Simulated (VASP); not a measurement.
# ScIn3N2 (I4/mmm) in VASP: notebook

The runs below take ScIn3N2 through relaxation of cell and atoms, with PBE.

Program: VASP 6.6.1. These are calculated values, not measurements. Logs are shortened: lines on timing, memory, paths and dates and some standing lists are left out, and cuts for length are marked.

## (1) The structure

Symmetry: I4/mmm, No. 139, tetragonal system. Conventional cell: a = 5.179 Å, b = 5.179 Å, c = 9.097 Å, α = 90.00°, β = 90.00°, γ = 90.00°. Around Sc (site symmetry 4/mmm) lie 2 In at 2.04 Å. In (site symmetry 4mm) is surrounded by 1 Sc at 2.04 Å. In (site symmetry 4/mmm) is surrounded by 2 In at 2.51 Å and 4 N at 2.59 Å. N (site symmetry mmm) has 2 Sc at 2.59 Å and 2 In at 2.59 Å as nearest neighbours.

The cell was built by a generator and needn't be a form met in nature.

## (2) Relaxation of cell and atoms, PBE

The input, INCAR:

```
SYSTEM = ScIn3N2
PREC     = Normal         ! precision mode
ENCUT    = 520            ! plane-wave cutoff, eV
EDIFF    = 1E-4           ! SCF threshold, eV
ISMEAR   = 0              ! smearing method
SIGMA    = 0.15           ! smearing width, eV
LREAL    = .False.        ! projectors in reciprocal space
LASPH    = .True.         ! aspherical terms in the spheres
NELM     = 60             ! most SCF steps
ALGO     = Fast           ! electronic algorithm
ISIF     = 3              ! what is computed and relaxed
LWAVE    = .False.        ! write WAVECAR
LCHARG   = .False.        ! write CHGCAR
GGA      = PE             ! functional
IBRION   = 2              ! ionic algorithm
NSW      = 24             ! ionic steps
EDIFFG   = -0.08          ! ionic threshold
```

The input, KPOINTS:

```
regular mesh
0
Gamma
  4 4 4
  0 0 0
```

The input, POSCAR:

```
ScIn3N2
1.0
   -2.5893346700      2.5893346700      4.5484438000
    2.5893346700     -2.5893346700      4.5484438000
    2.5893346700      2.5893346700     -4.5484438000
Sc In N
1 3 2
Direct
    0.5000000000      0.5000000000      0.0000000000
    0.7242757600      0.7242757600      0.0000000000
    0.2757242400      0.2757242400      0.0000000000
    0.0000000000      0.0000000000      0.0000000000
    0.5000000000      0.0000000000      0.5000000000
    0.0000000000      0.5000000000      0.5000000000
```

Potentials or basis: VASP PAW PBE potentials, release 64 (Sc_sv, In_d, N).

On the command line:

```
cat potpaw_PBE.64/Sc_sv/POTCAR potpaw_PBE.64/In_d/POTCAR potpaw_PBE.64/N/POTCAR > POTCAR
mpirun -np 1 vasp_std > vasp.out
```

OUTCAR:

```text
SYSTEM = ScIn3N2
   PREC = Normal
   ENCUT = 520
   EDIFF = 1E-4
   ISMEAR = 0
   LREAL = .False.
   LASPH = .True.
   NELM = 60
   ISIF = 3
   GGA = PE
   IBRION = 2
   NSW = 24
   EDIFFG = -0.08

 ion  position               nearest neighbor table
   1  0.500  0.500  0.000-   2 2.04   3 2.04   5 2.59   6 2.59   5 2.59   6 2.59   4 3.66   4 3.66
                             4 3.66   4 3.66
   2  0.724  0.724  0.000-   1 2.04   4 2.51   3 3.69   3 3.69   3 3.69   3 3.69
   3  0.276  0.276  0.000-   1 2.04   4 2.51   2 3.69   2 3.69   2 3.69   2 3.69
   4  0.000  0.000  0.000-   2 2.51   3 2.51   5 2.59   6 2.59   6 2.59   5 2.59   1 3.66   1 3.66
                             1 3.66   1 3.66
   5  0.500  0.000  0.500-   1 2.59   4 2.59   1 2.59   4 2.59
   6  0.000  0.500  0.500-   1 2.59   4 2.59   4 2.59   1 2.59

  LATTYP: Found a body centered tetragonal cell.
 ALAT       =     5.1786693400
 C/A-ratio  =     1.7566071519

  Lattice vectors:

 A1 = (  -2.5893346700,   2.5893346700,   4.5484438000)
 A2 = (   2.5893346700,  -2.5893346700,   4.5484438000)
 A3 = (   2.5893346700,   2.5893346700,  -4.5484438000)

Analysis of symmetry for initial positions (statically):
=====================================================================
 Subroutine PRICEL returns:
 Original cell was already a primitive cell.

 Routine SETGRP: Setting up the symmetry group for a
 body centered tetragonal supercell.

 Subroutine GETGRP returns: Found 16 space group operations
 (whereof 16 operations were pure point group operations)
 out of a pool of 16 trial point group operations.

The static configuration has the point symmetry D_4h.

Analysis of symmetry for dynamics (positions and initial velocities):
=====================================================================
 Subroutine PRICEL returns:
 Original cell was already a primitive cell.

 Routine SETGRP: Setting up the symmetry group for a
 body centered tetragonal supercell.

 Subroutine GETGRP returns: Found 16 space group operations
 (whereof 16 operations were pure point group operations)
 out of a pool of 16 trial point group operations.

The dynamic configuration has the point symmetry D_4h.

 Subroutine INISYM returns: Found 16 space group operations
 (whereof 16 operations are pure point group operations),
 and found     1 'primitive' translations

----------------------------------------------------------------------------------------

                                     Primitive cell

  volume of cell :     121.9830

  direct lattice vectors                    reciprocal lattice vectors
    -2.589334670  2.589334670  4.548443800     0.000000000  0.193099797  0.109927708
     2.589334670 -2.589334670  4.548443800     0.193099797  0.000000000  0.109927708
     2.589334670  2.589334670 -4.548443800     0.193099797  0.193099797  0.000000000

  length of vectors
     5.839319230  5.839319230  5.839319230     0.222197283  0.222197283  0.273084352

  position of ions in fractional coordinates (direct lattice)
     0.500000000  0.500000000  0.000000000
     0.724275760  0.724275760  0.000000000
     0.275724240  0.275724240  0.000000000
     0.000000000  0.000000000  0.000000000
     0.500000000  0.000000000  0.500000000
     0.000000000  0.500000000  0.500000000

  ion indices of the primitive-cell ions
   primitive index   ion index
                 1           1
                 2           2
                 3           3
                 4           4
                 5           5
                 6           6

----------------------------------------------------------------------------------------

 KPOINTS: regular mesh

Automatic generation of k-mesh.
 Grid dimensions read from file:
 generate k-points for:    4    4    4

 Generating k-lattice:

  Cartesian coordinates                     Fractional coordinates (reciprocal lattice)
     0.000000000  0.048274949  0.027481927     0.250000000 -0.000000000  0.000000000
     0.048274949  0.000000000  0.027481927    -0.000000000  0.250000000  0.000000000
     0.048274949  0.048274949  0.000000000     0.000000000  0.000000000  0.250000000

  Length of vectors
     0.055549321  0.055549321  0.068271088

  Shift w.r.t. Gamma in fractional coordinates (k-lattice)
     0.000000000  0.000000000  0.000000000

 Subroutine IBZKPT returns following result:
 ===========================================

 Found     13 irreducible k-points:

 Following reciprocal coordinates:
            Coordinates               Weight
  0.000000  0.000000  0.000000      1.000000
  0.250000  0.000000 -0.000000      8.000000
  0.500000  0.000000 -0.000000      4.000000
  0.250000  0.250000 -0.000000      8.000000
  0.500000  0.250000 -0.000000     16.000000
 -0.250000  0.250000  0.000000      4.000000
  0.500000  0.500000 -0.000000      2.000000
  0.250000  0.250000  0.250000      2.000000
 -0.250000  0.250000  0.250000      4.000000
  0.500000  0.500000  0.250000      4.000000
[... 43 lines left out ...]
  Fermi-wavevector in a.u.,A,eV,Ry     =   1.292287  2.442068 22.721794  1.670005
  Thomas-Fermi vector in A             =   2.424004
   LORBIT       =      0    0 simple, 1 ext, 2 COOP (PROOUT), +10 PAW based schemes
   GGA     = PE    functional components
   LHFCALC =     F    Hartree Fock is set to
   AEXX    =    0.0000 exact exchange contribution
   IVDW    =     0    specifies the selected vdW correction
   LEPSILON=     F    determine dielectric tensor
   LRPA    =     F    only Hartree local field effects (RPA)
 conjugate gradient relaxation of ions
 non-spin polarized calculation
 RMM-DIIS sequential band-by-band and
 Gauss-broadening in eV      SIGMA  =   0.15
  energy-cutoff  :      520.00
  volume of cell :      121.98
 maximum number of plane-waves:      3300
   NGX = 21   NGY = 21   NGZ = 21

--------------------------------------- Ionic step        1  -------------------------------------------

 number of electron      60.0000052 magnetization

 Free energy of the ion-electron system (eV)
  ---------------------------------------------------
  ext. energy  EPLUGINS =         0.00000000
  ---------------------------------------------------
  free energy    TOTEN  =       -17.93947471 eV

  energy without entropy =      -17.90773357  energy(sigma->0) =      -17.92360414

------------------------ aborting loop because EDIFF is reached ----------------------------------------

  FORCE on cell =-STRESS in cart. coord.  units (eV):
  Direction    XX          YY          ZZ          XY          YZ          ZX
  --------------------------------------------------------------------------------------
  -------------------------------------------------------------------------------------
  Total      -14.2767560    -14.2767560     68.9604465      0.0000000      0.0000000      0.0000000
  in kB     -187.5171197   -187.5171197    905.7564810      0.0000000      0.0000000      0.0000000
  external PRESSURE =     176.9074139 kB  Pullay stress =       0.0000000 kB
[... 101 lines left out ...]
  FREE ENERGIE OF THE ION-ELECTRON SYSTEM (eV)
  ---------------------------------------------------
  free  energy   TOTEN  =       -28.5010438465 eV

  energy  without entropy=      -28.4410755191  energy(sigma->0) =      -28.47105968

 E-fermi :   4.3069     XC(G=0):  -9.2673

 val. band max:        4.2793919190   @ k =   0.2500   0.2500  -0.0000
 cond. band min:       4.3530692758   @ k =   0.5000   0.0000  -0.0000
 fundamental gap:      0.0736773568
 Fermi energy:         4.3068594284

 k-point     1 :       0.0000    0.0000    0.0000
  band No.  band energies     occupation
      1     -45.7166      2.00000
      2     -24.5142      2.00000
      3     -24.1863      2.00000
      4     -24.1863      2.00000
      5     -10.6824      2.00000
      6     -10.5736      2.00000
[... 496 lines left out ...]
     35       5.9113      0.00000
     36       6.1192      0.00000

 E-fermi :   5.6840     XC(G=0):  -9.9538

 val. band max:        5.6518750947   @ k =   0.2500   0.2500  -0.0000
 cond. band min:       5.7596366493   @ k =   0.5000   0.2500  -0.0000
 fundamental gap:      0.1077615546
 Fermi energy:         5.6839761200

 k-point     1 :       0.0000    0.0000    0.0000
  band No.  band energies     occupation
      1     -43.5973      2.00000
      2     -22.4377      2.00000
      3     -22.1644      2.00000
      4     -22.1644      2.00000
      5      -9.8450      2.00000
      6      -9.7297      2.00000
[... 496 lines left out ...]
     35       7.8418      0.00000
     36       7.8637      0.00000

[... ionic steps 4 to 13 ...]

--------------------------------------- Ionic step       14  -------------------------------------------

 number of electron      60.0000018 magnetization

------------------------ aborting loop because EDIFF is reached ----------------------------------------

  FORCE on cell =-STRESS in cart. coord.  units (eV):
  Direction    XX          YY          ZZ          XY          YZ          ZX
  --------------------------------------------------------------------------------------
  -------------------------------------------------------------------------------------
  Total        0.9149607      0.9149607     -0.1937359      0.0000000     -0.0000000      0.0000000
  in kB       12.1653539     12.1653539     -2.5759199      0.0000000     -0.0000000      0.0000000
  external PRESSURE =       7.2515960 kB  Pullay stress =       0.0000000 kB
[... 65 lines left out ...]
  energy  without entropy=      -30.0446175315  energy(sigma->0) =      -30.06442050

--------------------------------------- Ionic step       16  -------------------------------------------

 number of electron      60.0000020 magnetization

 Free energy of the ion-electron system (eV)
  ---------------------------------------------------
  ext. energy  EPLUGINS =         0.00000000
  ---------------------------------------------------
  free energy    TOTEN  =       -30.08452985 eV

  energy without entropy =      -30.04525507  energy(sigma->0) =      -30.06489246

 E-fermi :   5.7674     XC(G=0): -10.0723

 val. band max:        5.7137302252   @ k =  -0.2500   0.2500   0.0000
 cond. band min:       5.7691777114   @ k =   0.5000   0.2500  -0.0000
 fundamental gap:      0.0554474862
 Fermi energy:         5.7673505312

 k-point     1 :       0.0000    0.0000    0.0000
  band No.  band energies     occupation
      1     -43.3912      2.00000
      2     -22.2370      2.00000
      3     -21.9625      2.00000
      4     -21.9625      2.00000
      5      -9.6443      2.00000
      6      -9.5148      2.00000
[... 529 lines left out ...]
  FREE ENERGIE OF THE ION-ELECTRON SYSTEM (eV)
  ---------------------------------------------------
  free  energy   TOTEN  =       -30.0845298458 eV

  energy  without entropy=      -30.0452550683  energy(sigma->0) =      -30.06489246

 reached required accuracy - stopping structural energy minimisation
```

Run time: 7.4 min. Hardware: 1 thread of Intel Xeon Platinum 8488C (Sapphire Rapids), shared host; peak memory 0.24 GiB.

What came out:

```
Free energy                            : -30.0845 eV
Relaxed volume                         : 20.18 Å³/atom
Relaxed cell                           : a = 7.028 Å, b = 7.028 Å, c = 7.028 Å, α = 143.68°, β = 143.68°, γ = 52.31°
Space group after relaxing (to 0.05 Å) : I4/mmm (No. 139)
Energy gained by relaxing              : 2024.2 meV/atom
Ionic steps                            : 16
Pressure after relaxing                : 0.0 GPa
Largest force after relaxing           : 0.059 eV/Å
Band gap on the k mesh                 : none (metal or under the smearing width)
```

Forces on the atoms (eV/Å):
```
Sc   0.000  0.000  0.000
In   0.000  0.000  0.059
In   0.000  0.000 -0.059
In   0.000  0.000  0.000
N    0.000  0.000  0.000
N    0.000  0.000  0.000
```

The path:
```tsv
step	energy change (eV)	largest force (eV/Å)	pressure (GPa)	volume (Å³)
1	0.0000	10.9088	17.69	121.98
2	-11.0583	0.3489	-10.04	148.58
3	-10.5616	0.4604	-9.54	140.55
4	-11.0101	0.4235	-10.42	145.04
5	-11.8006	0.4377	7.45	116.96
6	-12.0140	0.5061	-0.54	124.61
7	-12.0140	0.5115	-0.23	124.22
8	-12.0414	0.4266	-0.11	123.54
9	-12.1004	0.3353	0.00	121.49
10	-12.0918	0.0757	1.58	117.33
11	-12.1178	0.3164	0.81	119.75
12	-12.1399	0.0919	-0.28	121.26
13	-12.1421	0.0224	-0.66	121.79
14	-12.1409	0.0395	0.73	120.50
15	-12.1447	0.0814	0.12	121.19
16	-12.1451	0.0595	0.03	121.09
```

Final structure:
```
Sc In N
1.0
    -2.19057    2.19057    6.30852
     2.19057   -2.19057    6.30852
     2.19057    2.19057   -6.30852
Sc In N
1 3 2
Direct
  0.50000 0.50000 0.00000
  0.75900 0.75900 0.00000
  0.24100 0.24100 0.00000
  0.00000 0.00000 0.00000
  0.50000 0.00000 0.50000
  0.00000 0.50000 0.50000
```

Levels at points of the mesh, in eV from the Fermi level:
```csv
k point,band 27,band 28,band 29,band 30,band 31,band 32,band 33,band 34
"(0.00, 0.00, 0.00)",-0.85,-0.85,-0.60,-0.40,0.18,0.18,1.31,1.85
"(0.50, 0.00, 0.00)",-2.58,-1.40,-1.26,0.25,1.49,1.86,2.65,3.00
"(0.50, 0.50, 0.00)",-2.82,-2.09,-2.05,-0.59,0.01,0.21,0.72,3.75
"(0.50, 0.50, 0.50)",-1.01,-0.88,-0.86,-0.86,0.65,0.65,2.04,2.04
```

Caveat: the k mesh is coarse (spacing up to 0.43 Å⁻¹), so the values aren't converged; the relaxation stopped at a loose force limit of 0.08 eV/Å, so its end isn't a converged minimum.

## (3) Relaxation of cell and atoms, PBE

This run uses another cell than the first one: it holds 12 atoms, not 6.

INCAR, as its differences from that of step 2:

```diff
@@ -6,3 +6,3 @@
 SIGMA    = 0.15           ! smearing width, eV
-LREAL    = .False.        ! projectors in reciprocal space
+LREAL    = Auto         
 LASPH    = .True.         ! aspherical terms in the spheres
```

The input, KPOINTS:

```
regular mesh
0
Gamma
  2 2 3
  0 0 0
```

The input, POSCAR:

```
ScIn3N2
1.0
    6.3000000000      0.0000000000      0.0000000000
    0.0000000000      6.3000000000      0.0000000000
    0.0000000000      0.0000000000      5.5000000000
Sc In N
2 6 4
Direct
    0.0000000000      0.0000000000      0.7500000000
    0.0000000000      0.0000000000      0.2500000000
    0.0000000000      0.5000000000      0.7500000000
    0.5000000000      0.0000000000      0.2500000000
    0.5000000000      0.0000000000      0.7500000000
    0.0000000000      0.5000000000      0.2500000000
    0.5000000000      0.5000000000      0.7500000000
    0.5000000000      0.5000000000      0.2500000000
    0.1900000000      0.8100000000      0.5000000000
    0.1900000000      0.1900000000      0.0000000000
    0.8100000000      0.1900000000      0.5000000000
    0.8100000000      0.8100000000      0.0000000000
```

Potentials or basis: VASP PAW PBE potentials, release 64 (Sc_sv, In_d, N).

On the command line:

```
cat potpaw_PBE.64/Sc_sv/POTCAR potpaw_PBE.64/In_d/POTCAR potpaw_PBE.64/N/POTCAR > POTCAR
mpirun -np 1 vasp_std > vasp.out
```

It took 3.5 min on 1 thread of Intel Xeon Platinum 8488C (Sapphire Rapids), shared host; peak memory 0.25 GiB.

Results (log left out):

```
Free energy                            : -59.7895 eV
Relaxed volume                         : 19.90 Å³/atom
Relaxed cell                           : a = 6.312 Å, b = 6.312 Å, c = 5.994 Å, α = 90.00°, β = 90.00°, γ = 90.00°
Space group after relaxing (to 0.05 Å) : P4_2/mcm (No. 132)
Energy gained by relaxing              : 119.3 meV/atom
Ionic steps                            : 8
Pressure after relaxing                : 0.4 GPa
Largest force after relaxing           : 0.017 eV/Å
Band gap on the k mesh                 : none (metal or under the smearing width)
```

Forces in eV/Å, atoms in the order of the input:
```
Sc   0.000  0.000  0.000
Sc   0.000  0.000  0.000
In   0.000  0.000  0.000
In   0.000  0.000  0.000
In   0.000  0.000  0.000
In   0.000  0.000  0.000
In   0.000  0.000  0.000
In   0.000  0.000  0.000
N   -0.012  0.012  0.000
N   -0.012 -0.012  0.000
N    0.012 -0.012  0.000
N    0.012  0.012  0.000
```

Stress tensor (GPa, compression positive):
```
0.56 0.00 0.00
0.00 0.56 0.00
0.00 0.00 0.21
```

The path:
```
step  energy change (eV)  largest force (eV/Å)  pressure (GPa)  volume (Å³)
   1              0.0000                1.4589            6.15       218.29
   2             -1.1348                1.1474           -1.68       240.58
   3             -1.1415                1.1172           -2.20       242.78
   4             -1.3741                0.3957           -0.18       237.20
   5             -1.3839                0.1569            0.80       235.64
   6             -1.3842                0.2179            0.56       235.90
   7             -1.4240                0.0815            0.29       237.88
   8             -1.4321                0.0166            0.44       238.79
```

Final structure:
```xyz
12
Lattice="6.3119 0.0000 0.0000 0.0000 6.3119 0.0000 0.0000 0.0000 5.9937" Properties=species:S:1:pos:R:3 pbc="T T T"
Sc    0.0000    0.0000    4.4953
Sc    0.0000    0.0000    1.4984
In    0.0000    3.1559    4.4953
In    3.1559    0.0000    1.4984
In    3.1559    0.0000    4.4953
In    0.0000    3.1559    1.4984
In    3.1559    3.1559    4.4953
In    3.1559    3.1559    1.4984
N     1.0678    5.2441    2.9968
N     1.0678    1.0678    0.0000
N     5.2441    1.0678    2.9968
N     5.2441    5.2441    0.0000
```

Levels at points of the mesh, in eV from the Fermi level:
```
           k point  band 56  band 57  band 58  band 59  band 60  band 61  band 62  band 63  band 64  band 65
(0.00, 0.00, 0.00)    -2.02    -1.93    -1.37    -0.98     0.05     0.05     0.35     0.89     1.31     1.31
(0.50, 0.00, 0.00)    -1.30    -1.08    -0.84    -0.34    -0.19     0.06     0.11     1.11     1.26     1.51
(0.50, 0.50, 0.00)    -1.15    -1.11    -0.97    -0.97    -0.41    -0.41     0.88     0.88     0.93     1.53
```

Caveat: the k mesh is coarse (spacing up to 0.50 Å⁻¹), so the values aren't converged; the relaxation stopped at a loose force limit of 0.08 eV/Å, so its end isn't a converged minimum.
